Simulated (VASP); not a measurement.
# Rb2N (Fd-3m) in VASP: single point with PBE

Aim: the single point of Rb2N with PBE.

Program: VASP 6.6.1. These are calculated values, not measurements. Logs are shortened: lines on timing, memory, paths and dates and some standing lists are left out, and cuts for length are marked.

**1. The structure**

It takes space group Fd-3m (No. 227, cubic). The conventional cell has a = 11.303 Å, b = 11.303 Å, c = 11.303 Å, α = 90.00°, β = 90.00°, γ = 90.00°. Around N (site symmetry -43m) lie 4 Rb at 2.45 Å. Rb (site symmetry -3m) has 2 N at 2.45 Å as nearest neighbours.

The cell was built by a generator and needn't be a form met in nature.

**2. Single point, PBE**

The input, INCAR:

```
SYSTEM = Rb2N
  PREC = Accurate
  ENCUT = 520
  EDIFF = 1E-6
  ISMEAR = 1
  SIGMA = 0.0315
  LREAL = .False.
  LASPH = .True.
  NELM = 80
  ALGO = Normal
  ISIF = 2
  LWAVE = .False.
  LCHARG = .False.
  GGA = PE
  NBANDS = 32
```

The input, KPOINTS:

```
regular mesh
0
Gamma
  5 5 5
  0 0 0
```

The input, POSCAR:

```
Rb2N
1.0
    0.0000000000      5.6513200000      5.6513200000
    5.6513200000      0.0000000000      5.6513200000
    5.6513200000      5.6513200000      0.0000000000
N Rb
2 4
Direct
    0.0000000000      0.0000000000      0.0000000000
    0.2500000000      0.2500000000      0.2500000000
    0.1250000000      0.1250000000      0.1250000000
    0.6250000000      0.1250000000      0.1250000000
    0.1250000000      0.1250000000      0.6250000000
    0.1250000000      0.6250000000      0.1250000000
```

Potentials or basis: VASP PAW PBE potentials, release 64 (N, Rb_sv).

On the command line:

```bash
$ cat potpaw_PBE.64/N/POTCAR potpaw_PBE.64/Rb_sv/POTCAR > POTCAR
$ mpirun -np 1 vasp_std > vasp.out
```

OUTCAR:

```text
SYSTEM = Rb2N
   PREC = Accurate
   ENCUT = 520
   EDIFF = 1E-6
   ISMEAR = 1
   LREAL = .False.
   LASPH = .True.
   NELM = 80
   ISIF = 2
   GGA = PE

 ion  position               nearest neighbor table
   1  0.000  0.000  0.000-   3 2.45   4 2.45   5 2.45   6 2.45
   2  0.250  0.250  0.250-   3 2.45   4 2.45   5 2.45   6 2.45
   3  0.125  0.125  0.125-   1 2.45   2 2.45   4 4.00   5 4.00   6 4.00   5 4.00   6 4.00   4 4.00

   4  0.625  0.125  0.125-   1 2.45   2 2.45   3 4.00   5 4.00   6 4.00   3 4.00   5 4.00   6 4.00

   5  0.125  0.125  0.625-   1 2.45   2 2.45   3 4.00   3 4.00   4 4.00   6 4.00   6 4.00   4 4.00

   6  0.125  0.625  0.125-   1 2.45   2 2.45   3 4.00   5 4.00   3 4.00   4 4.00   5 4.00   4 4.00

  LATTYP: Found a face centered cubic cell.
 ALAT       =    11.3026400000

  Lattice vectors:

 A1 = (   0.0000000000,   5.6513200000,   5.6513200000)
 A2 = (   5.6513200000,   0.0000000000,   5.6513200000)
 A3 = (   5.6513200000,   5.6513200000,   0.0000000000)

Analysis of symmetry for initial positions (statically):
=====================================================================
 Subroutine PRICEL returns:
 Original cell was already a primitive cell.

 Routine SETGRP: Setting up the symmetry group for a
 face centered cubic supercell.

 Subroutine GETGRP returns: Found 48 space group operations
 (whereof 24 operations were pure point group operations)
 out of a pool of 48 trial point group operations.

The static configuration has the point symmetry T_d .
 The point group associated with its full space group is O_h .

Analysis of symmetry for dynamics (positions and initial velocities):
=====================================================================
 Subroutine PRICEL returns:
 Original cell was already a primitive cell.

 Routine SETGRP: Setting up the symmetry group for a
 face centered cubic supercell.

 Subroutine GETGRP returns: Found 48 space group operations
 (whereof 24 operations were pure point group operations)
 out of a pool of 48 trial point group operations.

The dynamic configuration has the point symmetry T_d .
 The point group associated with its full space group is O_h .

 Subroutine INISYM returns: Found 48 space group operations
 (whereof 24 operations are pure point group operations),
 and found     1 'primitive' translations

----------------------------------------------------------------------------------------

                                     Primitive cell

  volume of cell :     360.9771

  direct lattice vectors                    reciprocal lattice vectors
     0.000000000  5.651320000  5.651320000    -0.088474905  0.088474905  0.088474905
     5.651320000  0.000000000  5.651320000     0.088474905 -0.088474905  0.088474905
     5.651320000  5.651320000  0.000000000     0.088474905  0.088474905 -0.088474905

  length of vectors
     7.992173389  7.992173389  7.992173389     0.153243031  0.153243031  0.153243031

  position of ions in fractional coordinates (direct lattice)
     0.000000000  0.000000000  0.000000000
     0.250000000  0.250000000  0.250000000
     0.125000000  0.125000000  0.125000000
     0.625000000  0.125000000  0.125000000
     0.125000000  0.125000000  0.625000000
     0.125000000  0.625000000  0.125000000

  ion indices of the primitive-cell ions
   primitive index   ion index
                 1           1
                 2           2
                 3           3
                 4           4
                 5           5
                 6           6

----------------------------------------------------------------------------------------

 KPOINTS: regular mesh

Automatic generation of k-mesh.
 Grid dimensions read from file:
 generate k-points for:    5    5    5

 Generating k-lattice:

  Cartesian coordinates                     Fractional coordinates (reciprocal lattice)
    -0.017694981  0.017694981  0.017694981     0.200000000  0.000000000  0.000000000
     0.017694981 -0.017694981  0.017694981     0.000000000  0.200000000  0.000000000
     0.017694981  0.017694981 -0.017694981     0.000000000  0.000000000  0.200000000

  Length of vectors
     0.030648606  0.030648606  0.030648606

  Shift w.r.t. Gamma in fractional coordinates (k-lattice)
     0.000000000  0.000000000  0.000000000

 Subroutine IBZKPT returns following result:
 ===========================================

 Found     10 irreducible k-points:

 Following reciprocal coordinates:
            Coordinates               Weight
  0.000000  0.000000  0.000000      1.000000
  0.200000  0.000000  0.000000      8.000000
  0.400000  0.000000  0.000000      8.000000
  0.200000  0.200000  0.000000      6.000000
  0.400000  0.200000  0.000000     24.000000
 -0.400000  0.200000  0.000000     24.000000
 -0.200000  0.200000  0.000000     12.000000
  0.400000  0.400000  0.000000      6.000000
 -0.400000  0.400000  0.000000     12.000000
 -0.400000  0.400000  0.200000     24.000000
   k-points           NKPTS =     10   k-points in BZ     NKDIM =     10   number of bands    NBANDS=     32
   number of dos      NEDOS =    301   number of ions     NIONS =      6
   total plane-waves  NPLWV = 216000
   dimension x,y,z NGX =    60 NGY =   60 NGZ =   60
   dimension x,y,z NGXF=   120 NGYF=  120 NGZF=  120
   ions per type =               2   4
   NGX,Y,Z   is equivalent  to a cutoff of  12.48, 12.48, 12.48 a.u.
   NGXF,Y,Z  is equivalent  to a cutoff of  24.96, 24.96, 24.96 a.u.
 SYSTEM =  Rb2N
   PREC   = accura    normal or accurate (medium, high low for compatibility)
   ISTART =      0    job   : 0-new  1-cont  2-samecut
   ICHARG =      2    charge: 1-file 2-atom 10-const
   ISPIN  =      1    spin polarized calculation?
   LNONCOLLINEAR =      F non collinear calculations
   LSORBIT =      F    spin-orbit coupling
   LASPH  =      T    aspherical Exc in radial PAW
   ENCUT  =  520.0 eV  38.22 Ry    6.18 a.u.  14.86 14.86 14.86*2*pi/ulx,y,z
   NELM   =     80;   NELMIN=  2; NELMDL= -5     # of ELM steps
   EDIFF  = 0.1E-05   stopping-criterion for ELM
   LREAL  =      F    real-space projection
[... 7 lines left out ...]
   TEBEG  =    0.0;   TEEND  =   0.0 temperature during run
   PSTRESS=    0.0 pullay stress
   NELECT =      46.0000    total number of electrons
   NUPDOWN=      -1.0000    fix difference up-down
   EMIN   =  10.00;   EMAX   =-10.00  energy-range for DOS
   EFERMI =   0.00;   METHOD = LEGACY
   ISMEAR =     1;   SIGMA  =   0.03  broadening in eV -4-tet -1-fermi 0-gaus
   EFERMI_NEDOS =   21; number of points for ismear=-14 and -15
   IALGO  =     38    algorithm
   IMIX   =      4    mixing-type and parameters
     AMIX     =   0.40;   BMIX     =  1.00
     AMIX_MAG =   1.60;   BMIX_MAG =  1.00
  volume/ion in A,a.u.               =      60.16       406.00
  Fermi-wavevector in a.u.,A,eV,Ry     =   0.823824  1.556801  9.234074  0.678685
  Thomas-Fermi vector in A             =   1.935401
   LORBIT       =      0    0 simple, 1 ext, 2 COOP (PROOUT), +10 PAW based schemes
   GGA     = PE    functional components
   LHFCALC =     F    Hartree Fock is set to
   AEXX    =    0.0000 exact exchange contribution
   IVDW    =     0    specifies the selected vdW correction
   LEPSILON=     F    determine dielectric tensor
   LRPA    =     F    only Hartree local field effects (RPA)
 non-spin polarized calculation
 Methfessel and Paxton  Order N= 1 SIGMA  =   0.03
  energy-cutoff  :      520.00
  volume of cell :      360.98
 maximum number of plane-waves:      9738
   NGX = 29   NGY = 29   NGZ = 29

 number of electron      46.0000001 magnetization

 Free energy of the ion-electron system (eV)
  ---------------------------------------------------
  ext. energy  EPLUGINS =         0.00000000
  ---------------------------------------------------
  free energy    TOTEN  =       -13.42574744 eV

  energy without entropy =      -13.42362692  energy(sigma->0) =      -13.42504060

 E-fermi :  -0.1479     XC(G=0):  -5.0523

 val. band max:       -0.2247648883   @ k =  -0.4000   0.4000   0.2000
 cond. band min:      -0.1475837074   @ k =   0.4000   0.2000   0.0000
 fundamental gap:      0.0771811809
 Fermi energy:        -0.1479169312

 k-point     1 :       0.0000    0.0000    0.0000
  band No.  band energies     occupation
      1     -27.3150      2.00000
      2     -27.2322      2.00000
      3     -27.2322      2.00000
      4     -27.2322      2.00000
      5     -14.2382      2.00000
      6     -12.1173      2.00000
[... 24 lines left out ...]
     31       3.3944      0.00000
     32       3.3944      0.00000

 k-point     2 :       0.2000    0.0000    0.0000
  band No.  band energies     occupation
      1     -27.3094      2.00000
      2     -27.2380      2.00000
      3     -27.2322      2.00000
      4     -27.2322      2.00000
      5     -14.1571      2.00000
      6     -12.5311      2.00000
[... 24 lines left out ...]
     31       3.2010      0.00000
     32       3.6295      0.00000

 k-point     3 :       0.4000    0.0000    0.0000
  band No.  band energies     occupation
      1     -27.2973      2.00000
      2     -27.2504      2.00000
      3     -27.2322      2.00000
      4     -27.2322      2.00000
      5     -13.9754      2.00000
      6     -12.9918      2.00000
[... 24 lines left out ...]
     31       2.9152      0.00000
     32       3.4612      0.00000

 k-point     4 :       0.2000    0.2000    0.0000
  band No.  band energies     occupation
      1     -27.3072      2.00000
      2     -27.2402      2.00000
      3     -27.2322      2.00000
      4     -27.2322      2.00000
      5     -14.1262      2.00000
      6     -12.6343      2.00000
[... 24 lines left out ...]
     31       3.2233      0.00000
     32       3.2233      0.00000

 k-point     5 :       0.4000    0.2000    0.0000
  band No.  band energies     occupation
      1     -27.2961      2.00000
      2     -27.2516      2.00000
      3     -27.2322      2.00000
      4     -27.2322      2.00000
      5     -13.9554      2.00000
      6     -13.0318      2.00000
[... 24 lines left out ...]
     31       3.2011      0.00000
     32       3.2423      0.00000

 k-point     6 :      -0.4000    0.2000    0.0000
  band No.  band energies     occupation
      1     -27.2899      2.00000
      2     -27.2579      2.00000
      3     -27.2322      2.00000
      4     -27.2322      2.00000
      5     -13.8536      2.00000
      6     -13.2021      2.00000
[... 24 lines left out ...]
     31       3.1572      0.00000
     32       3.4190      0.00000

 k-point     7 :      -0.2000    0.2000    0.0000
  band No.  band energies     occupation
      1     -27.3009      2.00000
      2     -27.2467      2.00000
      3     -27.2322      2.00000
      4     -27.2322      2.00000
      5     -14.0310      2.00000
      6     -12.8785      2.00000
[... 24 lines left out ...]
     31       3.0487      0.00000
     32       3.3145      0.00000

 k-point     8 :       0.4000    0.4000    0.0000
  band No.  band energies     occupation
      1     -27.2867      2.00000
      2     -27.2611      2.00000
      3     -27.2322      2.00000
      4     -27.2322      2.00000
      5     -13.7988      2.00000
      6     -13.2832      2.00000
[... 24 lines left out ...]
     31       3.5430      0.00000
     32       3.5430      0.00000

 k-point     9 :      -0.4000    0.4000    0.0000
  band No.  band energies     occupation
      1     -27.2779      2.00000
      2     -27.2700      2.00000
      3     -27.2322      2.00000
      4     -27.2322      2.00000
      5     -13.6392      2.00000
      6     -13.4809      2.00000
[... 24 lines left out ...]
     31       3.5346      0.00000
     32       3.6600      0.00000

 k-point    10 :      -0.4000    0.4000    0.2000
  band No.  band energies     occupation
      1     -27.2843      2.00000
      2     -27.2636      2.00000
      3     -27.2322      2.00000
      4     -27.2322      2.00000
      5     -13.7563      2.00000
      6     -13.3402      2.00000
[... 24 lines left out ...]
     31       3.1232      0.00000
     32       3.4753      0.00000

------------------------ aborting loop because EDIFF is reached ----------------------------------------

  FORCE on cell =-STRESS in cart. coord.  units (eV):
  Direction    XX          YY          ZZ          XY          YZ          ZX
  --------------------------------------------------------------------------------------
  -------------------------------------------------------------------------------------
  Total        8.4381466      8.4381466      8.4381466     -0.0000000     -0.0000000     -0.0000000
  in kB       37.4522534     37.4522534     37.4522534     -0.0000000     -0.0000000     -0.0000000
  external PRESSURE =      37.4522534 kB  Pullay stress =       0.0000000 kB

 VOLUME and BASIS-vectors are now :
 -----------------------------------------------------------------------------
  energy-cutoff  :      520.00
  volume of cell :      360.98
      direct lattice vectors                 reciprocal lattice vectors
     0.000000000  5.651320000  5.651320000    -0.088474905  0.088474905  0.088474905
     5.651320000  0.000000000  5.651320000     0.088474905 -0.088474905  0.088474905
     5.651320000  5.651320000  0.000000000     0.088474905  0.088474905 -0.088474905

 POSITION                                       TOTAL-FORCE (eV/Angst)
 -----------------------------------------------------------------------------------
      0.00000      0.00000      0.00000        -0.000000     -0.000000     -0.000000
      2.82566      2.82566      2.82566         0.000000      0.000000      0.000000
      1.41283      1.41283      1.41283         0.000000      0.000000      0.000000
      1.41283      4.23849      4.23849         0.000000     -0.000000      0.000000
      4.23849      4.23849      1.41283         0.000000     -0.000000      0.000000
      4.23849      1.41283      4.23849         0.000000      0.000000      0.000000
 -----------------------------------------------------------------------------------
    total drift:                                0.000000      0.000000     -0.000000

  FREE ENERGIE OF THE ION-ELECTRON SYSTEM (eV)
  ---------------------------------------------------
  free  energy   TOTEN  =       -13.4257474375 eV

  energy  without entropy=      -13.4236269240  energy(sigma->0) =      -13.42504060
```

It took 2.8 min on 1 thread of Intel Xeon 6975P-C (Granite Rapids), shared host; peak memory 0.53 GiB.

Results:

| Property | Result |
| --- | --- |
| Free energy | -13.4257 eV |
| Pressure | 3.7 GPa |
| Band gap on the k mesh | none (metal or under the smearing width) |
